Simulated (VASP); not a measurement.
Input:

```yaml
crystal:
  lattice:
    - [4.26515, 0.00000, 0.00000]
    - [0.00000, 4.26515, 0.00000]
    - [0.00000, 0.00000, 4.26515]
  atoms:
    - { symbol: Cu, position: [0.75000, 0.25000, 0.75000] }
    - { symbol: Cu, position: [0.25000, 0.75000, 0.75000] }
    - { symbol: Cu, position: [0.75000, 0.75000, 0.25000] }
    - { symbol: Cu, position: [0.25000, 0.25000, 0.25000] }
    - { symbol: O, position: [0.00000, 0.00000, 0.00000] }
    - { symbol: O, position: [0.50000, 0.50000, 0.50000] }
```

Method: PBE GGA, VASP's PBE PAW potentials (set 64) (plane waves; VASP). Run with 520 eV cut-off, 5×5×5 Γ-centred mesh, Gaussian smearing of 0.050 eV, potentials Cu O.

Task: Give the stress tensor in GPa (positive for a compressed cell).

Result: 
```
3.60  0.00  0.00
0.00  3.60  0.00
0.00  0.00  3.60
```
The pressure is its mean diagonal, 3.60 GPa.

The compound is Cu2O in the cuprite structure. This cell is one point of a volume scan, at 0.97 of the reference volume.
